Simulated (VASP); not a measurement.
# Nb3Sn: convergence with the SCF threshold and number of MPI ranks, part 2 of 2

Aim: find what the SCF threshold and number of MPI ranks change for Nb3Sn, and what they cost. The series runs use LDA. The start is a cell from a database of measured crystal structures.

VASP 6.6.1; LDA; plane waves and PAW (Nb_sv, Sn_d).

Still holding for the runs below: The k-mesh is coarse for a metal. The electron count would fill whole bands, but the bands touch or overlap. That can be a semimetal, a small gap that the functional closes or, with several bands partly filled, an ordinary metal.

So far. Step 5 (SCF threshold: EDIFF = 1E-05): Against the run before the energy stays within 0.01 meV an atom; the pressure moves by +0.02 GPa, after 12 cycles in 13 s.

### Step 6. SCF threshold: EDIFF = 1E-06

Input file INCAR:

```
SYSTEM = Nb3Sn
PREC = Accurate
ENCUT = 400
EDIFF = 1E-06
NELM = 100
ISMEAR = -1
SIGMA = 0.05
LREAL = .FALSE.
ALGO = Normal
GGA = CA
NBANDS = 65
LASPH = .TRUE.
LORBIT = 11
LWAVE = .FALSE.
LCHARG = .FALSE.
KPAR = 8
ISIF = 2
```

Input file POSCAR:

```
Nb3Sn
1.0
    5.2821000000      0.0000000000      0.0000000000
    0.0000000000      5.2821000000      0.0000000000
    0.0000000000      0.0000000000      5.2821000000
Nb Sn
6 2
Direct
    0.2500000000      0.0000000000      0.5000000000
    0.5000000000      0.7500000000      0.0000000000
    0.7500000000      0.0000000000      0.5000000000
    0.5000000000      0.2500000000      0.0000000000
    0.0000000000      0.5000000000      0.7500000000
    0.0000000000      0.5000000000      0.2500000000
    0.0000000000      0.0000000000      0.0000000000
    0.5000000000      0.5000000000      0.5000000000
```

Input file KPOINTS:

```
Automatic mesh
0
Gamma
5 5 5
0 0 0
```

The projector-augmented-wave data sets are Nb_sv and Sn_d (PBE family, release 64).

Command:

```bash
$ mpirun -np 8 vasp_std
```

Output:

```text
[... set-up lines as in an earlier step ...]
 entering main loop
       N       E                     dE             d eps       ncg     rms          rms(c)
[... 10 cycles as in an earlier step ...]
DAV:  11    -0.785022013390E+02    0.63582E-05   -0.47541E-04  1952   0.120E-01    0.267E-02
DAV:  12    -0.785021979795E+02    0.33594E-05   -0.42741E-05  2184   0.318E-02    0.402E-03
DAV:  13    -0.785021980222E+02   -0.42697E-07   -0.23248E-06  1296   0.791E-03
   1 F= -.78502198E+02 E0= -.78445218E+02  d E =-.113961E+00
```

Run time: 13 s. Hardware: 8 MPI ranks of Intel Xeon Platinum 8488C (Sapphire Rapids), shared host; peak memory 1.7 GiB; 80 s of CPU time.

From OUTCAR (step 6):

```text
  Total       -5.5263152     -5.5263152     -5.5263152     -0.0000000      0.0000000      0.0000000
  in kB      -60.0795096    -60.0795096    -60.0795096     -0.0000000      0.0000000      0.0000000
  external PRESSURE =     -60.0795096 kB  Pullay stress =       0.0000000 kB

 POSITION                                       TOTAL-FORCE (eV/Angst)
 -----------------------------------------------------------------------------------
      1.32052      0.00000      2.64105         0.000000     -0.000000     -0.000000
      2.64105      3.96157      0.00000        -0.000000      0.000000      0.000000
      3.96157      0.00000      2.64105        -0.000000      0.000000      0.000000
      2.64105      1.32052      0.00000         0.000000      0.000000      0.000000
      0.00000      2.64105      3.96157        -0.000000     -0.000000     -0.000000
      0.00000      2.64105      1.32052        -0.000000     -0.000000     -0.000000
      0.00000      0.00000      0.00000         0.000000      0.000000     -0.000000
      2.64105      2.64105      2.64105         0.000000      0.000000     -0.000000
 -----------------------------------------------------------------------------------
    total drift:                                0.000000      0.000000     -0.000000

  FREE ENERGIE OF THE ION-ELECTRON SYSTEM (eV)
  ---------------------------------------------------
  free  energy   TOTEN  =       -78.5021980222 eV

  energy  without entropy=      -78.3882371876  energy(sigma->0) =      -78.44521760

[... 2 parts as in an earlier step ...]

[... 1 further part left out ...]
[key lines of the parts left out:]
E-fermi :  11.1598
```

Against the run before the energy stays within 0.01 meV an atom; the pressure moves by +0.03 GPa, after 13 cycles in 13 s.

### Step 7. SCF threshold: EDIFF = 1E-08

INCAR: that of step 6 with these lines changed.

```diff
@@ -3,3 +3,3 @@
 ENCUT = 400
-EDIFF = 1E-06
+EDIFF = 1E-08
 NELM = 100
```

POSCAR is that of step 6.

KPOINTS is that of step 6.

Command:

```bash
$ mpirun -np 8 vasp_std
```

Output:

```text
[... set-up lines as in an earlier step ...]
 entering main loop
       N       E                     dE             d eps       ncg     rms          rms(c)
[... 12 cycles as in an earlier step ...]
DAV:  13    -0.785021980610E+02   -0.81456E-07   -0.27176E-06  2016   0.791E-03    0.195E-03
DAV:  14    -0.785021980383E+02    0.22697E-07   -0.45642E-07  2072   0.374E-03    0.653E-04
DAV:  15    -0.785021980329E+02    0.53642E-08   -0.52446E-08  1456   0.994E-04
   1 F= -.78502198E+02 E0= -.78445218E+02  d E =-.113961E+00
```

It took 15 s on 8 MPI ranks; peak memory 1.7 GiB.

From OUTCAR (step 7):

```text
  Total       -5.5258041     -5.5258041     -5.5258041      0.0000000      0.0000000      0.0000000
  in kB      -60.0739530    -60.0739530    -60.0739530      0.0000000      0.0000000      0.0000000
  external PRESSURE =     -60.0739530 kB  Pullay stress =       0.0000000 kB

 POSITION                                       TOTAL-FORCE (eV/Angst)
 -----------------------------------------------------------------------------------
      1.32052      0.00000      2.64105        -0.000000      0.000000     -0.000000
      2.64105      3.96157      0.00000         0.000000     -0.000000      0.000000
      3.96157      0.00000      2.64105         0.000000     -0.000000     -0.000000
      2.64105      1.32052      0.00000        -0.000000      0.000000     -0.000000
      0.00000      2.64105      3.96157         0.000000     -0.000000     -0.000000
      0.00000      2.64105      1.32052        -0.000000      0.000000      0.000000
      0.00000      0.00000      0.00000        -0.000000     -0.000000      0.000000
      2.64105      2.64105      2.64105        -0.000000     -0.000000      0.000000
 -----------------------------------------------------------------------------------
    total drift:                                0.000000      0.000000     -0.000000

  FREE ENERGIE OF THE ION-ELECTRON SYSTEM (eV)
  ---------------------------------------------------
  free  energy   TOTEN  =       -78.5021980329 eV

  energy  without entropy=      -78.3882373161  energy(sigma->0) =      -78.44521767

[... 2 parts as in an earlier step ...]

[... 1 further part left out ...]
[key lines of the parts left out:]
E-fermi :  11.1598
```

Against the run before the energy stays within 0.01 meV an atom and the pressure within 0.01 GPa, after 15 cycles in 15 s.

### Step 8. The SCF threshold series as a table

This step: convergence of LDA results with the threshold; plane waves and PAW (VASP 6.6.1).

Derived from the runs above.

Differences are taken from the run with EDIFF = 1E-08. Results of the series, by row:

| setting | status | energy less the reference (meV/atom) | pressure (GPa) | SCF cycles | wall time (s) |
| --- | --- | --- | --- | --- | --- |
| EDIFF = 0.01 | converged | 0.04281 | -5.079 | 9 | 10.4 |
| EDIFF = 0.001 | converged | -0.001107 | -6.496 | 10 | 11.6 |
| EDIFF = 1E-04 | converged | 3.36e-4 | -6.055 | 11 | 12 |
| EDIFF = 1E-05 | converged | 2.73e-4 | -6.034 | 12 | 12.6 |
| EDIFF = 1E-06 | converged | 8.75e-6 | -6.008 | 13 | 13.2 |
| EDIFF = 1E-08 | converged | 0 | -6.007 | 15 | 15.2 |

### Step 9. Number of MPI ranks: 1 ranks

This step: LDA; plane waves and PAW (Nb_sv, Sn_d) (VASP 6.6.1).

The same run on more MPI ranks shows how well it scales.

INCAR: that of step 7 with these lines changed.

```diff
@@ -3,3 +3,3 @@
 ENCUT = 400
-EDIFF = 1E-08
+EDIFF = 1E-06
 NELM = 100
@@ -15,3 +15,2 @@
 LCHARG = .FALSE.
-KPAR = 8
 ISIF = 2
```

POSCAR is that of step 7.

KPOINTS is that of step 7.

Command:

```bash
$ mpirun -np 1 vasp_std
```

Output:

```text
[banner, memory and clock lines left out]
running    1 mpi-ranks, on    1 nodes
 distrk:  each k-point on    1 cores,    1 groups
 distr:  one band on    1 cores,    1 groups

 POSCAR found type information on POSCAR NbSn
 POSCAR found :  2 types and       8 ions
 [... a notice as in an earlier step ...]

 LDA part: xc-table for (Slater(with rela. corr.)+CA(PZ))
 , standard interpolation
 POSCAR, INCAR and KPOINTS ok, starting setup
 FFT: planning ... GRIDC
 FFT: planning ... GRID_SOFT
 FFT: planning ... GRID
 WAVECAR not read
 entering main loop
       N       E                     dE             d eps       ncg     rms          rms(c)
[... 5 cycles as in an earlier step ...]
DAV:   6    -0.788757212700E+02    0.33906E+01   -0.94307E+00  1760   0.148E+01    0.613E+00
DAV:   7    -0.785211812507E+02    0.35454E+00   -0.20961E+00  2016   0.656E+00    0.253E+00
DAV:   8    -0.785030202641E+02    0.18161E-01   -0.20478E-01  2056   0.221E+00    0.885E-01
DAV:   9    -0.785021515028E+02    0.86876E-03   -0.32336E-02  1848   0.952E-01    0.336E-01
DAV:  10    -0.785022076962E+02   -0.56193E-04   -0.60397E-03  1984   0.395E-01    0.464E-02
DAV:  11    -0.785022013386E+02    0.63575E-05   -0.47541E-04  1952   0.120E-01    0.267E-02
DAV:  12    -0.785021979782E+02    0.33605E-05   -0.42741E-05  2184   0.318E-02    0.402E-03
DAV:  13    -0.785021980225E+02   -0.44323E-07   -0.23248E-06  1296   0.791E-03
   1 F= -.78502198E+02 E0= -.78445218E+02  d E =-.113961E+00
```

Run time: 43 s. Hardware: 1 MPI rank; peak memory 0.19 GiB.

From OUTCAR (step 9):

```text
   NELECT =     106.0000    total number of electrons

 E-fermi :  11.1598

 k-point     1 :       0.0000    0.0000    0.0000
  band No.  band energies     occupation
    ...
     50      10.6474      1.99993
     51      10.6474      1.99993
     52      10.6474      1.99993
     53      11.1142      1.42698
     54      11.1142      1.42697
     55      13.5404      0.00000
     56      13.5404      0.00000
     57      13.5404      0.00000
     58      13.5801      0.00000
     59      14.6753      0.00000
    ...

  Total       -5.5263152     -5.5263152     -5.5263152     -0.0000000      0.0000000      0.0000000
  in kB      -60.0795089    -60.0795089    -60.0795089     -0.0000000      0.0000000      0.0000000
  external PRESSURE =     -60.0795089 kB  Pullay stress =       0.0000000 kB

 POSITION                                       TOTAL-FORCE (eV/Angst)
 -----------------------------------------------------------------------------------
      1.32052      0.00000      2.64105        -0.000000     -0.000000     -0.000000
      2.64105      3.96157      0.00000         0.000000     -0.000000      0.000000
      3.96157      0.00000      2.64105         0.000000      0.000000      0.000000
      2.64105      1.32052      0.00000        -0.000000      0.000000     -0.000000
      0.00000      2.64105      3.96157        -0.000000      0.000000     -0.000000
      0.00000      2.64105      1.32052         0.000000     -0.000000      0.000000
      0.00000      0.00000      0.00000        -0.000000     -0.000000     -0.000000
      2.64105      2.64105      2.64105        -0.000000     -0.000000     -0.000000
 -----------------------------------------------------------------------------------
    total drift:                                0.000000      0.000000     -0.000000

  FREE ENERGIE OF THE ION-ELECTRON SYSTEM (eV)
  ---------------------------------------------------
  free  energy   TOTEN  =       -78.5021980225 eV

  energy  without entropy=      -78.3882371879  energy(sigma->0) =      -78.44521761

[... 9 parts as in an earlier step ...]

[... 8 further parts left out ...]
```

Numbers from this step:

```yaml
scf_cycles: 13
pressure: -6.008 GPa
```

The series starts at -9.8057 eV an atom and -6.01 GPa, after 13 cycles in 43 s.

### Step 10. Number of MPI ranks: 2 ranks

INCAR: that of step 9 with these lines changed.

```diff
@@ -15,2 +15,3 @@
 LCHARG = .FALSE.
+KPAR = 2
 ISIF = 2
```

POSCAR is that of step 9.

KPOINTS is that of step 9.

Command:

```bash
$ mpirun -np 2 vasp_std
```

Output:

```text
[banner, memory and clock lines left out]
running    2 mpi-ranks, on    1 nodes
[...]
[... a notice as in an earlier step ...]

 LDA part: xc-table for (Slater(with rela. corr.)+CA(PZ))
 , standard interpolation
 POSCAR, INCAR and KPOINTS ok, starting setup
[...]
entering main loop
       N       E                     dE             d eps       ncg     rms          rms(c)
[... 5 cycles as in an earlier step ...]
DAV:   6    -0.788757212701E+02    0.33906E+01   -0.94307E+00  1760   0.148E+01    0.613E+00
DAV:   7    -0.785211812503E+02    0.35454E+00   -0.20961E+00  2016   0.656E+00    0.253E+00
[... 1 cycle as in an earlier step ...]
DAV:   9    -0.785021515038E+02    0.86876E-03   -0.32336E-02  1848   0.952E-01    0.336E-01
DAV:  10    -0.785022076964E+02   -0.56193E-04   -0.60397E-03  1984   0.395E-01    0.464E-02
DAV:  11    -0.785022013381E+02    0.63583E-05   -0.47541E-04  1952   0.120E-01    0.267E-02
DAV:  12    -0.785021979795E+02    0.33586E-05   -0.42741E-05  2184   0.318E-02    0.402E-03
DAV:  13    -0.785021980221E+02   -0.42579E-07   -0.23248E-06  1296   0.791E-03
   1 F= -.78502198E+02 E0= -.78445218E+02  d E =-.113961E+00
```

The job ended after 24 s (2 MPI ranks; peak memory 0.37 GiB).

From OUTCAR (step 10):

```text
  Total       -5.5263151     -5.5263151     -5.5263151     -0.0000000     -0.0000000      0.0000000
  in kB      -60.0795084    -60.0795084    -60.0795084     -0.0000000     -0.0000000      0.0000000
  external PRESSURE =     -60.0795084 kB  Pullay stress =       0.0000000 kB

 POSITION                                       TOTAL-FORCE (eV/Angst)
 -----------------------------------------------------------------------------------
      1.32052      0.00000      2.64105        -0.000000     -0.000000     -0.000000
      2.64105      3.96157      0.00000        -0.000000     -0.000000     -0.000000
      3.96157      0.00000      2.64105         0.000000      0.000000      0.000000
      2.64105      1.32052      0.00000         0.000000      0.000000      0.000000
      0.00000      2.64105      3.96157        -0.000000      0.000000      0.000000
      0.00000      2.64105      1.32052         0.000000      0.000000      0.000000
      0.00000      0.00000      0.00000         0.000000      0.000000      0.000000
      2.64105      2.64105      2.64105         0.000000      0.000000      0.000000
 -----------------------------------------------------------------------------------
    total drift:                                0.000000      0.000000     -0.000000

  FREE ENERGIE OF THE ION-ELECTRON SYSTEM (eV)
  ---------------------------------------------------
  free  energy   TOTEN  =       -78.5021980221 eV

  energy  without entropy=      -78.3882371875  energy(sigma->0) =      -78.44521760

[... 2 parts as in an earlier step ...]

[... 1 further part left out ...]
[key lines of the parts left out:]
E-fermi :  11.1598
```

Against the first of the series the energy stays within 0.01 meV an atom and the pressure within 0.01 GPa, after 13 cycles in 24 s.

### Step 11. Number of MPI ranks: 4 ranks

INCAR: that of step 10 with these lines changed.

```diff
@@ -15,3 +15,3 @@
 LCHARG = .FALSE.
-KPAR = 2
+KPAR = 4
 ISIF = 2
```

POSCAR is that of step 10.

KPOINTS is that of step 10.

Command:

```bash
$ mpirun -np 4 vasp_std
```

Output:

```text
[banner, memory and clock lines left out]
running    4 mpi-ranks, on    1 nodes
[...]
[... a notice as in an earlier step ...]

 LDA part: xc-table for (Slater(with rela. corr.)+CA(PZ))
 , standard interpolation
 POSCAR, INCAR and KPOINTS ok, starting setup
[...]
entering main loop
       N       E                     dE             d eps       ncg     rms          rms(c)
[... 5 cycles as in an earlier step ...]
DAV:   6    -0.788757212694E+02    0.33906E+01   -0.94307E+00  1760   0.148E+01    0.613E+00
DAV:   7    -0.785211812504E+02    0.35454E+00   -0.20961E+00  2016   0.656E+00    0.253E+00
DAV:   8    -0.785030202651E+02    0.18161E-01   -0.20478E-01  2056   0.221E+00    0.885E-01
[... 1 cycle as in an earlier step ...]
DAV:  10    -0.785022076960E+02   -0.56193E-04   -0.60397E-03  1984   0.395E-01    0.464E-02
DAV:  11    -0.785022013393E+02    0.63567E-05   -0.47541E-04  1952   0.120E-01    0.267E-02
DAV:  12    -0.785021979780E+02    0.33613E-05   -0.42741E-05  2184   0.318E-02    0.402E-03
DAV:  13    -0.785021980212E+02   -0.43226E-07   -0.23248E-06  1296   0.791E-03
   1 F= -.78502198E+02 E0= -.78445218E+02  d E =-.113961E+00
```

Elapsed: 16 s, on 4 MPI ranks; peak memory 0.77 GiB.

From OUTCAR (step 11):

```text
  Total       -5.5263152     -5.5263152     -5.5263152     -0.0000000      0.0000000      0.0000000
  in kB      -60.0795092    -60.0795092    -60.0795092     -0.0000000      0.0000000      0.0000000
  external PRESSURE =     -60.0795092 kB  Pullay stress =       0.0000000 kB

 POSITION                                       TOTAL-FORCE (eV/Angst)
 -----------------------------------------------------------------------------------
      1.32052      0.00000      2.64105         0.000000      0.000000      0.000000
      2.64105      3.96157      0.00000        -0.000000     -0.000000      0.000000
      3.96157      0.00000      2.64105        -0.000000     -0.000000     -0.000000
      2.64105      1.32052      0.00000        -0.000000      0.000000     -0.000000
      0.00000      2.64105      3.96157         0.000000      0.000000     -0.000000
      0.00000      2.64105      1.32052        -0.000000      0.000000      0.000000
      0.00000      0.00000      0.00000         0.000000     -0.000000      0.000000
      2.64105      2.64105      2.64105         0.000000     -0.000000      0.000000
 -----------------------------------------------------------------------------------
    total drift:                                0.000000      0.000000     -0.000000

  FREE ENERGIE OF THE ION-ELECTRON SYSTEM (eV)
  ---------------------------------------------------
  free  energy   TOTEN  =       -78.5021980212 eV

  energy  without entropy=      -78.3882371866  energy(sigma->0) =      -78.44521760

[... 2 parts as in an earlier step ...]

[... 1 further part left out ...]
[key lines of the parts left out:]
E-fermi :  11.1598
```

Against the first of the series the energy stays within 0.01 meV an atom and the pressure within 0.01 GPa, after 13 cycles in 16 s.

### Step 12. Number of MPI ranks: 8 ranks

INCAR: that of step 11 with these lines changed.

```diff
@@ -15,3 +15,3 @@
 LCHARG = .FALSE.
-KPAR = 4
+KPAR = 8
 ISIF = 2
```

POSCAR is that of step 11.

KPOINTS is that of step 11.

Command:

```bash
$ mpirun -np 8 vasp_std
```

Output:

```text
[... set-up lines as in an earlier step ...]
 entering main loop
       N       E                     dE             d eps       ncg     rms          rms(c)
[... 13 cycles as in an earlier step ...]
   1 F= -.78502198E+02 E0= -.78445218E+02  d E =-.113961E+00
```

Elapsed: 14 s, on 8 MPI ranks; peak memory 1.7 GiB.

OUTCAR, selected parts (step 12):

```text
[... 6 parts as in an earlier step ...]

[... 1 further part left out ...]
[key lines of the parts left out:]
E-fermi :  11.1598
```

Against the first of the series the energy stays within 0.01 meV an atom and the pressure within 0.01 GPa, after 13 cycles in 14 s.

### Step 13. The number of MPI ranks series as a table

This step: convergence of LDA results with the layout; plane waves and PAW (VASP 6.6.1).

Derived from the runs above.

Differences are taken from the run with 1 ranks. Results of the series, by row:

| setting | status | energy less the reference (meV/atom) | pressure (GPa) | SCF cycles | wall time (s) |
| --- | --- | --- | --- | --- | --- |
| 1 ranks | converged | 0 | -6.008 | 13 | 43 |
| 2 ranks | converged | 1.25e-6 | -6.008 | 13 | 24 |
| 4 ranks | converged | 1.25e-6 | -6.008 | 13 | 16.4 |
| 8 ranks | converged | 1.25e-6 | -6.008 | 13 | 13.8 |

### Step 14. Outcome

```
SCF threshold from which the energy stays within 10 meV/atom of the reference : EDIFF = 0.01
SCF threshold from which the energy stays within 1 meV/atom of the reference  : EDIFF = 0.01
SCF threshold from which the pressure stays within 0.2 GPa of the reference   : EDIFF = 1E-04
spread of the pressure over the SCF threshold                                 : 1.42 GPa
spread of the energy over the SCF threshold                                   : 0.0439 meV/atom
wall time from fewest to most ranks                                           : 43 s to 14 s
```

In words: From EDIFF = 0.01 on, the energy stays within 1 meV an atom of the reference, at 68 % of its time. The pressure holds within 0.2 GPa from EDIFF = 1E-04 on. The loosest stop saves 6 of 15 cycles and costs +0.0 meV an atom, +0.93 GPa. On 8 ranks the run uses the cores at 39 % of the efficiency of 1. Going from 1 ranks to 8 ranks shortens the run by a factor of 3.1; on a shared host such times are rough. Forces vanish by symmetry in this cell, so the series can't test them.

[Lines on the potential files, build, host, timing and source positions are cut from VASP's logs without a mark.]

[Logs are printed without paths, hosts, clocks, repeated set-up lines and the standing remarks that a program may print on its own settings, such as how far it seeks lower states.]

[Hosts, paths, dates, database ids (printed as entryN), source tags and the programs' standing remarks are cut or masked in the printed files.]

[A measured line is paired with the nearest computed mode of its activity, which favours agreement.]

[In band tables of VASP the shares of atoms and orbitals are scaled to a sum of 1 inside the atoms' spheres.]
